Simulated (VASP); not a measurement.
Data:

```yaml
crystal:
  lattice:
    - [0.00000, 2.38803, 2.38803]
    - [2.38803, 0.00000, 2.38803]
    - [2.38803, 2.38803, 0.00000]
  atoms:
    - { symbol: Ca, position: [0.00000, 0.00000, 0.00000] }
    - { symbol: O, position: [0.50000, 0.50000, 0.50000] }
```

Level of theory: PBEsol GGA, VASP's PBE PAW potentials (set 64) (plane waves; VASP 6.6.1). Settings: 650 eV cut-off, 9×9×9 Γ-centred mesh, Gaussian smearing of 0.050 eV, potentials Ca_sv O.

Q: Give the elastic stiffness tensor with the ions relaxed (GPa, in the frame of the cell).

A: 
```json
[
 {"": "xx", "xx": "230", "yy": "58.4", "zz": "58.4", "yz": "0.0", "xz": "0.0", "xy": "0.0"},
 {"": "yy", "xx": "58.4", "yy": "230", "zz": "58.4", "yz": "0.0", "xz": "0.0", "xy": "0.0"},
 {"": "zz", "xx": "58.4", "yy": "58.4", "zz": "230", "yz": "0.0", "xz": "0.0", "xy": "0.0"},
 {"": "yz", "xx": "0.0", "yy": "0.0", "zz": "0.0", "yz": "76.9", "xz": "0.0", "xy": "0.0"},
 {"": "xz", "xx": "0.0", "yy": "0.0", "zz": "0.0", "yz": "0.0", "xz": "76.9", "xy": "0.0"},
 {"": "xy", "xx": "0.0", "yy": "0.0", "zz": "0.0", "yz": "0.0", "xz": "0.0", "xy": "76.9"}
]
```

Q: Predict the Hill bulk modulus, Hill shear modulus, Young's modulus, Poisson's ratio.

A: 
```json
{
 "hill_bulk_modulus": "116 GPa",
 "hill_shear_modulus": "80.3 GPa",
 "Young's modulus": "196 GPa",
 "Poisson's ratio": "0.218"
}
```

Measured: C11 219 GPa (computed value off by +4.7 %), C12 58.1 GPa (computed value off by +0.5 %), C44 80.0 GPa (computed value off by -3.9 %), as given by Sergio Speziale et al., Journal of Geophysical Research Atmospheres (2006), doi:10.1029/2005jb003823. The calculation is for a static lattice, while the measured C11, C12, C44 hold thermal and zero-point effects, which are part of the difference.

The compound is CaO in the rock salt structure. It was relaxed first.
